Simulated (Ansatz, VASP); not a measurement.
# Cross-check of AgHPt between VASP and Ansatz

Aim: how closely do two programs agree when they are given the same cell, functional and k mesh? The cell is generated by rule, not measured, and may not be a known phase. The cell is taken from a series of runs on this material, whose earlier steps may have relaxed, scaled, displaced or heated it; both programs get it as it stands.

Calculated with Ansatz 0.2.0; plane waves, with VASP 6.6.1 beside it; relaxation of cell and atoms at r2SCAN.

The structure was built from a prototype and need not be the compound's stable phase.

## (1) The structure

Symmetry: P4/mmm, No. 123, tetragonal system. Conventional cell: a = 2.793 Å, b = 2.793 Å, c = 4.565 Å, α = 90.00°, β = 90.00°, γ = 90.00°. Nearest to Ag lie 2 H at 2.28 Å. Nearest to H lie 4 Pt at 1.98 Å and 2 Ag at 2.28 Å. Nearest to Pt lie 4 H at 1.98 Å. Farther neighbours are not listed.

Structure file:

```xyz
3
Lattice="2.7935 0.0000 0.0000 0.0000 2.7935 0.0000 0.0000 0.0000 4.5649" Properties=species:S:1:pos:R:3 pbc="T T T"
Ag    1.3967    1.3967    2.2825
H     1.3967    1.3967    0.0000
Pt    0.0000    0.0000    0.0000
```

## (2) VASP: relaxation of cell and atoms, r2SCAN

The relaxed volume is the usual yardstick between codes: in a stiff, nearly cubic crystal its relative difference is about their pressure difference at one cell divided by the bulk modulus.

Lines of VASP's logs that name or quote its potential files are left out, and so is its time.

INCAR

```
SYSTEM = AgHPt
PREC = Accurate
ENCUT = 550
EDIFF = 1E-07
NELM = 120
ISMEAR = 1
SIGMA = 0.2
LREAL = .FALSE.
ALGO = Normal
METAGGA = R2SCAN
LASPH = .TRUE.
NBANDS = 17
LORBIT = 11
LWAVE = .FALSE.
LCHARG = .FALSE.
ISIF = 3
IBRION = 2
NSW = 80
EDIFFG = -0.005
GGA_COMPAT = .FALSE.
NELMIN = 4
LMIXTAU = .TRUE.
KPAR = 2
```

POSCAR

```
AgHPt
1.0
    2.7934710000      0.0000000000      0.0000000000
    0.0000000000      2.7934710000      0.0000000000
    0.0000000000      0.0000000000      4.5649010000
Ag H Pt
1 1 1
Direct
    0.5000001790      0.5000001790      0.4999998905
    0.5000001790      0.5000001790      0.0000000000
    0.0000000000      0.0000000000      0.0000000000
```

KPOINTS

```
Automatic mesh
0
Gamma
16 16 12
0 0 0
```

The projector-augmented-wave data sets are Ag, H and Pt (PBE family, release 64).

On the command line:

```
> mpirun -np 2 vasp_std
```

Numbers of over 12 decimals in the logs are rounded to 6 here.

What it wrote:

```text
[banner, memory and clock lines left out]
running    2 mpi-ranks, on    1 nodes
 distrk:  each k-point on    1 cores,    2 groups
 distr:  one band on    1 cores,    1 groups

 POSCAR found type information on POSCAR AgH Pt
 POSCAR found :  3 types and       3 ions
|                                                                             |
|               ----> ADVICE to this user running VASP <----                  |
|                                                                             |
|     You enforced a specific xc type in the INCAR file but a different       |
|     [... a line on the potential file left out ...]
|     I HOPE YOU KNOW WHAT YOU ARE DOING!                                     |
|                                                                             |

 LDA part: xc-table for (None), standard interpolation
 POSCAR, INCAR and KPOINTS ok, starting setup
 FFT: planning ... GRIDC
 FFT: planning ... GRID_SOFT
 FFT: planning ... GRID
 WAVECAR not read
 entering main loop
       N       E                     dE             d eps       ncg     rms          rms(c)
DAV:   1     0.570701787817E+02    0.57070E+02   -0.12184E+04 10830   0.134E+03
DAV:   2    -0.807003268578E+02   -0.13777E+03   -0.13167E+03 11370   0.285E+02
DAV:   3    -0.831613941441E+02   -0.24611E+01   -0.24469E+01 12886   0.411E+01
DAV:   4    -0.831742060313E+02   -0.12812E-01   -0.12810E-01 11991   0.286E+00
DAV:   5    -0.831743556522E+02   -0.14962E-03   -0.14962E-03 12509   0.334E-01    0.134E+01
DAV:   6    -0.765188651770E+02    0.66555E+01   -0.56410E+00 10792   0.271E+01    0.849E+00
DAV:   7    -0.761303058990E+02    0.38856E+00   -0.40328E-01 10965   0.634E+00    0.397E+00
DAV:   8    -0.760921006264E+02    0.38205E-01   -0.91213E-01 11394   0.805E+00    0.267E+00
DAV:   9    -0.762024404849E+02   -0.11034E+00   -0.12634E-01 11226   0.443E+00    0.915E-01
DAV:  10    -0.762650602777E+02   -0.62620E-01   -0.58768E-02 11256   0.212E+00    0.313E-01
DAV:  11    -0.762640681565E+02    0.99212E-03   -0.97892E-03 11744   0.885E-01    0.714E-02
DAV:  12    -0.762657639843E+02   -0.16958E-02   -0.26219E-03 10949   0.425E-01    0.551E-02
DAV:  13    -0.762658123221E+02   -0.48338E-04   -0.20387E-04 11370   0.140E-01    0.293E-02
DAV:  14    -0.762659140083E+02   -0.10169E-03   -0.14564E-04 10910   0.107E-01    0.118E-02
DAV:  15    -0.762659063001E+02    0.77083E-05   -0.17468E-05 11625   0.406E-02    0.140E-02
DAV:  16    -0.762659154263E+02   -0.91263E-05   -0.16264E-06 11145   0.126E-02    0.110E-02
DAV:  17    -0.762659386054E+02   -0.23179E-04   -0.15111E-05 11267   0.311E-02    0.269E-03
DAV:  18    -0.762659393978E+02   -0.79238E-06   -0.17312E-06 11328   0.129E-02    0.876E-04
DAV:  19    -0.762659394493E+02   -0.51519E-07   -0.54980E-08  7281   0.270E-03
   1 F= -.76265939E+02 E0= -.76265733E+02  d E =-.762659E+02
[...]
2 F= -.76265978E+02 E0= -.76265773E+02  d E =-.382531E-04
[...]
3 F= -.76266001E+02 E0= -.76265796E+02  d E =-.617982E-04
[...]
4 F= -.76266001E+02 E0= -.76265796E+02  d E =-.617889E-04
[...]
5 F= -.76266019E+02 E0= -.76265809E+02  d E =-.172944E-04
 trial-energy change:   -0.000017  1 .order   -0.000017   -0.000021   -0.000013
 step:   2.4008(harm=  2.4008)  dis= 0.00000  next Energy=   -76.266029 (dE=-0.277E-04)
 bond charge predicted
       N       E                     dE             d eps       ncg     rms          rms(c)
DAV:   1    -0.762661351474E+02   -0.11663E-03   -0.67447E-03 11095   0.627E-01    0.611E-02
DAV:   2    -0.762660314768E+02    0.10367E-03   -0.11601E-04 11690   0.991E-02    0.298E-02
DAV:   3    -0.762660325124E+02   -0.10356E-05   -0.34302E-05 10992   0.660E-02    0.163E-02
DAV:   4    -0.762660276954E+02    0.48170E-05   -0.95894E-06 11945   0.317E-02    0.610E-03
DAV:   5    -0.762660279732E+02   -0.27778E-06   -0.83548E-07 11107   0.825E-03    0.394E-03
DAV:   6    -0.762660279569E+02    0.16320E-07   -0.76778E-07 11364   0.784E-03
   6 F= -.76266028E+02 E0= -.76265813E+02  d E =-.267187E-04
 curvature:  -1.33 expect dE=-0.626E-06 dE for cont linesearch -0.814E-08
 trial: gam= 0.07940 g(F)=  0.391E-46 g(S)=  0.470E-06 ort =-0.396E-06 (trialstep = 0.122E+01)
 search vector abs. value=  0.569E-06
 reached required accuracy - stopping structural energy minimisation
```

OUTCAR, selected parts (step 2):

```text
ion  position               nearest neighbor table
   1  0.500  0.500  0.500-   3 3.02   3 3.02   3 3.02   3 3.02   3 3.02   3 3.02   3 3.02   3 3.02

  LATTYP: Found a simple tetragonal cell.
 ALAT       =     2.7934710000
 C/A-ratio  =     1.6341322319

 Subroutine GETGRP returns: Found 16 space group operations
 (whereof 16 operations were pure point group operations)

The static configuration has the point symmetry D_4h.

 Found    315 irreducible k-points:

   k-points           NKPTS =    315   k-points in BZ     NKDIM =    315   number of bands    NBANDS=     17

   dimension x,y,z NGX =    24 NGY =   24 NGZ =   36
   dimension x,y,z NGXF=    48 NGYF=   48 NGZF=   72

   ENCUT  =  550.0 eV  40.42 Ry    6.36 a.u.   5.34  5.34  8.73*2*pi/ulx,y,z

   NELECT =      22.0000    total number of electrons

 k-points in reciprocal lattice and weights: Automatic mesh
   0.00000000  0.00000000  0.00000000       0.000
   0.06250000  0.00000000  0.00000000       0.001
   0.12500000  0.00000000  0.00000000       0.001
   0.18750000  0.00000000  0.00000000       0.001
   0.25000000  0.00000000  0.00000000       0.001
   0.31250000  0.00000000  0.00000000       0.001
   0.37500000  0.00000000  0.00000000       0.001
   0.43750000  0.00000000  0.00000000       0.001
   0.50000000  0.00000000  0.00000000       0.001
[...]
0.50000000  0.43750000  0.50000000       0.001
   0.50000000  0.50000000  0.50000000       0.000

 average (electrostatic) potential at core
       1 -75.1108       2 -31.7553       3 -70.3943

 E-fermi :   8.8216

 k-point     1 :       0.0000    0.0000    0.0000
  band No.  band energies     occupation
    ...
      8       5.5117      2.00000
      9       7.5544      2.00000
     10       7.5544      2.00000
     11       7.7163      2.00000
     12       8.6314      2.03852
     13      12.6071     -0.00000
     14      19.9720      0.00000
     15      20.4817      0.00000
     16      20.4817      0.00000
     17      24.7879      0.00000

 k-point     2 :       0.0625    0.0000    0.0000
  band No.  band energies     occupation
    ...
      7       4.8826      2.00000
      8       5.4761      2.00000
      9       7.0724      2.00000
     10       7.5476      2.00000
     11       7.6218      2.00000
     12       9.1967     -0.02340
     13      12.5881     -0.00000
     14      18.4798      0.00000
     15      20.6844      0.00000
     16      21.5694      0.00000
    ...

 k-point     3 :       0.1250    0.0000    0.0000
  band No.  band energies     occupation
    ...
      7       4.9584      2.00000
      8       5.3762      2.00000
      9       6.3580      2.00000
     10       7.3641      2.00000
     11       7.5276      2.00000
     12      10.1617     -0.00000
     13      12.5302     -0.00000
     14      16.7357      0.00000
     15      21.2656      0.00000
     16      21.7569      0.00000
    ...

  Total        0.0035472      0.0035472      0.0020193      0.0000000     -0.0000000      0.0000000
  in kB        0.1591852      0.1591852      0.0906188      0.0000000     -0.0000000      0.0000000
  external PRESSURE =       0.1363297 kB  Pullay stress =       0.0000000 kB

  energy-cutoff  :      550.00
  volume of cell :       35.70
      direct lattice vectors                 reciprocal lattice vectors
     2.793547296  0.000000000  0.000000000     0.357967807  0.000000000  0.000000000
     0.000000000  2.793547296  0.000000000     0.000000000  0.357967807  0.000000000
     0.000000000 -0.000000000  4.574901195     0.000000000 -0.000000000  0.218583956

 POSITION                                       TOTAL-FORCE (eV/Angst)
 -----------------------------------------------------------------------------------
      1.39677      1.39677      2.28745         0.000000     -0.000000      0.000000
      1.39677      1.39677      0.00000         0.000000      0.000000      0.000000
      0.00000      0.00000      0.00000         0.000000      0.000000      0.000000
 -----------------------------------------------------------------------------------
    total drift:                               -0.000137     -0.000137      0.000138

  FREE ENERGIE OF THE ION-ELECTRON SYSTEM (eV)
  ---------------------------------------------------
  free  energy   TOTEN  =       -76.2660279569 eV

  energy  without entropy=      -76.2653819161  energy(sigma->0) =      -76.26581261

 reached required accuracy - stopping structural energy minimisation

 total charge
# of ion       s       p       d       tot
------------------------------------------
    1        0.369   0.282   9.241   9.891
    2        0.454   0.036   0.000   0.490
    3        0.599   0.519   8.206   9.323
--------------------------------------------------
tot          1.422   0.836  17.446  19.705

[... 3 further parts left out ...]
```

The run keeps the 16 symmetry operations of its start, so it cannot find a distortion of lower symmetry.

(Part 1 of 2 ends here.)

[Lines on the potential files, build, host, timing and source positions are cut from VASP's logs without a mark.]

[Logs are printed without paths, hosts, clocks, repeated set-up lines and the standing remarks that a program may print on its own settings, such as how far it seeks lower states.]

[Hosts, paths, dates, database ids (printed as entryN), source tags and the programs' standing remarks are cut or masked in the printed files.]
